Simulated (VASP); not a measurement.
# Ti2O: X-ray absorption with a core hole

What does the core hole do to the absorption edge in Ti2O? The cell has space group P-3m1. The start is a cell from a database of measured crystal structures.

Calculated with VASP 6.6.1; LDA, DFT+U (Ti d 4 eV), no spin polarisation; plane waves and PAW (Ti_sv, Ti_sv, O), in the first sound run; inputs show where later runs differ.

Report form: the programs' logs are mostly left out.

### Step 1. Starting point

Symmetry: P-3m1, No. 164, trigonal system. Conventional cell: a = 2.919 Å, b = 2.919 Å, c = 4.713 Å, α = 90.00°, β = 90.00°, γ = 120.00°. Nearest to Ti lie 3 O at 2.14 Å. Nearest to O lie 6 Ti at 2.14 Å. Farther neighbours and most contacts between anions are not listed.

Coordinates:

```cif
data_structure
_symmetry_space_group_name_H-M 'P-3m1'
_symmetry_Int_Tables_number 164
_cell_length_a 2.9194
_cell_length_b 2.9194
_cell_length_c 4.7130
_cell_angle_alpha 90.000
_cell_angle_beta 90.000
_cell_angle_gamma 120.000
_cell_volume 34.79
loop_
_atom_site_label
_atom_site_type_symbol
_atom_site_symmetry_multiplicity
_atom_site_Wyckoff_symbol
_atom_site_fract_x
_atom_site_fract_y
_atom_site_fract_z
_atom_site_occupancy
Ti1 Ti 2 d 0.66667 0.33333 0.72126 1
O1 O 1 a 0.00000 0.00000 0.00000 1
```

### Step 2. Supercell without a hole

The cell without a hole gives, with ICORELEVEL = 1, the Kohn-Sham core levels of the initial state. It is a supercell, which puts a hole 5.5 Å from its nearest image.

INCAR

```
SYSTEM = Ti2O
PREC = Accurate
ENCUT = 400
EDIFF = 1E-05
NELM = 100
ISMEAR = 0
SIGMA = 0.05
LREAL = .FALSE.
ALGO = Normal
GGA = CA
NBANDS = 74
LDAU = .TRUE.
LDAUTYPE = 2
LDAUL = 2 2 -1
LDAUU = 4 4 0
LDAUJ = 0 0 0
LDAUPRINT = 1
LASPH = .TRUE.
LMAXMIX = 4
LWAVE = .FALSE.
LCHARG = .FALSE.
KPAR = 4
NCORE = 2
ICORELEVEL = 1
```

POSCAR

```
Ti2O
1.0
   -2.9194000000      0.0000000000     -4.7130000000
    2.9194000000      0.0000000000     -4.7130000000
    2.9194000000     -5.0565491276      0.0000000000
Ti Ti O
1 7 4
Direct
    0.9727033334      0.3060366666      0.1666666667
    0.4727033334      0.8060366666      0.1666666667
    0.9727033334      0.3060366667      0.6666666667
    0.4727033334      0.8060366667      0.6666666667
    0.0272966667      0.6939633333      0.3333333334
    0.5272966667      0.1939633333      0.3333333334
    0.0272966667      0.6939633333      0.8333333334
    0.5272966667      0.1939633333      0.8333333334
    0.5000000000      0.5000000000      0.5000000000
    0.0000000000      0.0000000000      0.5000000000
    0.5000000000      0.5000000000      0.0000000000
    0.0000000000      0.0000000000      0.0000000000
```

KPOINTS

```
Automatic mesh
0
Gamma
4 4 3
0 0 0
```

PAW data sets: Ti_sv, Ti_sv and O (PBE family, release 64).

Started as:

```
> mpirun -np 8 vasp_std
```

Wall time 31 s (8 MPI ranks of AMD EPYC 7R43, shared host); peak memory 1.4 GiB; 3.9 min of CPU time.

This run has no spin polarisation, although Ti can carry a moment. The k-mesh is coarse for a metal. These are scalar-relativistic Kohn-Sham levels of the ground state, with no core hole, so they are not binding energies. The PAW data sets were made with PBE, though LDA sets exist; this is a small mismatch.

Numbers from this step:

```
free energy (TOTEN)     : -90.0347 eV
energy at zero smearing : -90.0327 eV
Fermi energy            : 10.83 eV
pressure                : 5.976 GPa
```

The two shallowest core shells; atoms whose shallowest level rounds to another's at 0.01 eV are left out. Core levels, by row:

| atom | shell | level below the Fermi level (eV) |
| --- | --- | --- |
| Ti1 | 2s | 532.8 |
| Ti1 | 2p | 440.1 |
| Ti2 | 2s | 532.8 |
| Ti2 | 2p | 440.1 |
| O9 | 1s | 508.9 |

### Step 3. K edge, Wyckoff site Ti d, full hole, excited electron kept

This step: supercell core-hole method, LDA, full hole, excited electron kept, no spin polarisation, DFT+U (Ti d 4 eV); plane waves and PAW (Ti_sv, Ti_sv, O) (VASP 6.6.1).

One core electron of the first atom, a species of its own in POSCAR, is moved to the lowest empty state, so the cell stays neutral. NBANDS covers the range above the edge.

INCAR, as its differences from that of step 2:

```diff
@@ -3,3 +3,3 @@
 ENCUT = 400
-EDIFF = 1E-05
+EDIFF = 1E-06
 NELM = 100
@@ -10,3 +10,3 @@
 GGA = CA
-NBANDS = 74
+NBANDS = 144
 LDAU = .TRUE.
@@ -22,3 +22,9 @@
 KPAR = 4
-NCORE = 2
-ICORELEVEL = 1
+ICORELEVEL = 2
+CLNT = 1
+CLN = 1
+CLL = 0
+CLZ = 1
+CH_LSPEC = .TRUE.
+CH_NEDOS = 1500
+CH_SIGMA = 1
```

POSCAR is that of step 2.

KPOINTS is that of step 2.

Started as:

```
> mpirun -np 8 vasp_std
```

Wall time 2 min (8 MPI ranks); peak memory 1.9 GiB.

Numbers from this step:

```yaml
free_energy_toten: -252.6194 eV
energy_at_zero_smearing: -252.6163 eV
fermi_energy: 10.70 eV
pressure: 1.095 GPa
```

Smoothed further by a Gaussian, to a width of roughly 2 to 2.4 eV in all; heights scale with one over the cell volume; the energy axis is the program's own, and the fall at its high end is where NBANDS ends. Imaginary dielectric function times 10^5 against photon energy; read off at these points:

| photon energy (eV) | xx | yy | zz |
| --- | --- | --- | --- |
| 4874.0 | 1.2e-4 | 1.4e-4 | 1.3e-4 |
| 4876.0 | 0.00531 | 0.00527 | 0.00587 |
| 4878.0 | 0.0245 | 0.0247 | 0.0276 |
| 4880.0 | 0.0440 | 0.0435 | 0.0336 |
| 4882.0 | 0.0707 | 0.0710 | 0.0489 |
| 4884.0 | 0.0729 | 0.0744 | 0.0564 |
| 4886.0 | 0.0794 | 0.0767 | 0.0773 |
| 4888.0 | 0.147 | 0.148 | 0.160 |
| 4889.3 | 0.172 | 0.170 | 0.199 |
| 4889.7 | 0.171 | 0.170 | 0.198 |
| 4890.0 | 0.168 | 0.168 | 0.194 |
| 4892.0 | 0.143 | 0.143 | 0.182 |
| 4894.0 | 0.141 | 0.141 | 0.102 |
| 4896.0 | 0.106 | 0.108 | 0.111 |
| 4898.0 | 0.0917 | 0.0908 | 0.0788 |
| 4900.0 | 0.0755 | 0.0756 | 0.0872 |
| 4902.0 | 0.0549 | 0.0539 | 0.0834 |
| 4904.0 | 0.0157 | 0.0161 | 0.0221 |
| 4906.0 | 3.6e-4 | 3.2e-4 | 6.5e-4 |
| 4908.0 | 0 | 0 | 1.0e-6 |

The smoothed xx curve reaches a tenth of its top at about 4877 eV.

### Step 4. K edge, Wyckoff site Ti d, no hole

This step: supercell core-hole method, LDA, no hole, no spin polarisation, DFT+U (Ti d 4 eV); plane waves and PAW (Ti_sv, Ti_sv, O) (VASP 6.6.1).

With CLZ = 0 the final states feel no hole, which shows what the hole does. NBANDS covers the range above the edge.

INCAR, as its differences from that of step 3:

```diff
@@ -26,3 +26,3 @@
 CLL = 0
-CLZ = 1
+CLZ = 0
 CH_LSPEC = .TRUE.
```

POSCAR is that of step 3.

KPOINTS is that of step 3.

Started as:

```
> mpirun -np 8 vasp_std
```

Wall time 67 s (8 MPI ranks); peak memory 1.8 GiB; 8.8 min of CPU time.

Numbers from this step:

| Quantity | Value |
| --- | --- |
| free energy (TOTEN) | -90.0347 eV |
| energy at zero smearing | -90.0326 eV |
| Fermi energy | 10.83 eV |
| pressure | 6.130 GPa |

Smoothed further by a Gaussian, to a width of roughly 2 to 2.4 eV in all; heights scale with one over the cell volume; the energy axis is the program's own, and the fall at its high end is where NBANDS ends. Table of imaginary dielectric function times 10^5 by photon energy; read off at these points:

| photon energy (eV) | xx | yy | zz |
| --- | --- | --- | --- |
| 4872.5 | 0 | 1.0e-6 | 1.0e-6 |
| 4873.6 | 2.3e-5 | 2.6e-5 | 2.7e-5 |
| 4874.8 | 5.9e-4 | 6.3e-4 | 5.8e-4 |
| 4876.0 | 0.00526 | 0.00533 | 0.00465 |
| 4877.2 | 0.0180 | 0.0181 | 0.0161 |
| 4878.4 | 0.0301 | 0.0300 | 0.0314 |
| 4879.5 | 0.0410 | 0.0406 | 0.0440 |
| 4880.7 | 0.0588 | 0.0592 | 0.0469 |
| 4881.9 | 0.0771 | 0.0770 | 0.0566 |
| 4883.1 | 0.0929 | 0.0920 | 0.0689 |
| 4884.6 | 0.0850 | 0.0872 | 0.0661 |
| 4885.8 | 0.0844 | 0.0805 | 0.0741 |
| 4887.0 | 0.113 | 0.115 | 0.114 |
| 4888.2 | 0.165 | 0.168 | 0.172 |
| 4889.4 | 0.201 | 0.197 | 0.225 |
| 4889.7 | 0.205 | 0.203 | 0.232 |
| 4890.5 | 0.200 | 0.201 | 0.228 |
| 4891.7 | 0.179 | 0.179 | 0.230 |
| 4892.9 | 0.173 | 0.174 | 0.207 |
| 4894.1 | 0.177 | 0.177 | 0.140 |
| 4895.2 | 0.168 | 0.164 | 0.122 |
| 4896.4 | 0.132 | 0.135 | 0.146 |
| 4897.6 | 0.116 | 0.118 | 0.123 |
| 4898.8 | 0.116 | 0.113 | 0.0967 |
| 4900.0 | 0.102 | 0.102 | 0.107 |
| 4901.1 | 0.0804 | 0.0801 | 0.113 |
| 4902.3 | 0.0653 | 0.0645 | 0.0972 |
| 4903.5 | 0.0366 | 0.0377 | 0.0494 |
| 4904.7 | 0.00981 | 0.0102 | 0.0135 |
| 4906.2 | 3.4e-4 | 3.5e-4 | 6.1e-4 |
| 4907.4 | 7.0e-6 | 7.0e-6 | 1.6e-5 |
| 4908.6 | 0 | 0 | 0 |
| 4909.8 | 0 | 0 | 0 |
| 4911.0 | 0 | 0 | 0 |
| 4912.1 | 0 | 0 | 0 |
| 4913.3 | 0 | 0 | 0 |
| 4914.5 | 0 | 0 | 0 |
| 4915.7 | 0 | 0 | 0 |
| 4916.9 | 0 | 0 | 0 |

The smoothed xx curve reaches a tenth of its top at about 4877 eV.

### Step 5. Summary

This step: supercell core-hole method, LDA; plane waves and PAW (VASP 6.6.1).

This step runs nothing: it gathers the runs above.

Core-hole runs:

| site | hole | cost (core minutes) |
| --- | --- | --- |
| Ti d | full hole, excited electron kept | 15.87 |
| Ti d | no hole | 8.93 |

### Step 6. What came out

- K edge of Ti d, full hole, excited electron kept: xx reaches a tenth of its top at 4877.3 eV on the program's axis; share within the next 5 eV of the next 20 eV: 11 %
- K edge of Ti d, no hole: xx reaches a tenth of its top at 4877.4 eV on the program's axis; share within the next 5 eV of the next 20 eV: 10 %

What this shows: The Ti K edge, for light polarised along x, reaches a tenth of its top at 4877.3 eV on the program's axis. That mark passes over any weaker pre-edge, and only dipole transitions enter. The electron from the core stays in the cell and fills some of the lowest empty states. Whether the program still counts those as final states wasn't checked, so features at and just under the onset are in doubt. Share of the first 20 eV of absorption, for light polarised along x, that lies within 5 eV of each run's own onset: 10 % with no hole and 11 % with full hole, excited electron kept. The share hardly changes with the hole. One site of the element was run (Wyckoff letter d). With 12 atoms and a 4×4×3 mesh the peak shapes still carry the imprint of the mesh, and the holes are close enough to feel one another. The fall at the high end is where NBANDS ends. The other core electrons stay frozen, so neither the program's energy axis nor the change of TOTEN is an excitation energy; spectra are aligned at the onset when set beside measurement. The given cell is kept, although it stands at +6.0 GPa at LDA and ENCUT = 400 eV, which holds the mismatch of the given cell with this functional, any error of the entry itself and any basis-set error. The atoms weren't relaxed and carry forces of up to 1.4 eV/Å at LDA in the cell without a hole, so the numbers belong to the given coordinates, and a relaxation would change them. Not tabulated here, as repeats of values shown or as unfit to read for their mesh, reference level or band range: core levels (K edge).

[Lines on the potential files, build, host, timing and source positions are cut from VASP's logs without a mark.]

[Logs are printed without paths, hosts, clocks, repeated set-up lines and the standing remarks that a program may print on its own settings, such as how far it seeks lower states.]

[Hosts, paths, dates, database ids (printed as entryN), source tags and the programs' standing remarks are cut or masked in the printed files.]
